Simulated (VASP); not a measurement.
Input:

```
Cl
1.0
    2.22858    -3.10409     0.00000
    2.22858     3.10409     0.00000
    0.00000     0.00000     8.21787
Cl
4
Direct
  0.87700   0.87700   0.89700
  0.62300   0.62300   0.39700
  0.37700   0.37700   0.60300
  0.12300   0.12300   0.10300
```

These are PBE GGA, VASP's PBE PAW potentials (set 64) (plane waves; VASP) values and carry that method's errors. Numerical set-up: 300 eV cut-off, 7×7×4 Γ-centred mesh, Gaussian smearing of 0.050 eV, potentials Cl.

At this cut-off the stress carries a Pulay error, which pulls relaxed volumes low.

Q: Which forces act on the atoms, in eV/Å?

A: 
| atom | Fx | Fy | Fz |
|---|---|---|---|
| Cl1 | 0.110 | 0.000 | 0.080 |
| Cl2 | -0.110 | 0.000 | 0.080 |
| Cl3 | 0.110 | 0.000 | -0.080 |
| Cl4 | -0.110 | 0.000 | -0.080 |

Q: Give the stress tensor in GPa (positive for a compressed cell).

A: 
```
-0.21   0.00   0.00
 0.00   0.89   0.00
 0.00   0.00  -0.64
```
The pressure is its mean diagonal, 0.01 GPa.

The structure is a typed Cl crystal. The cell was not relaxed at this level.
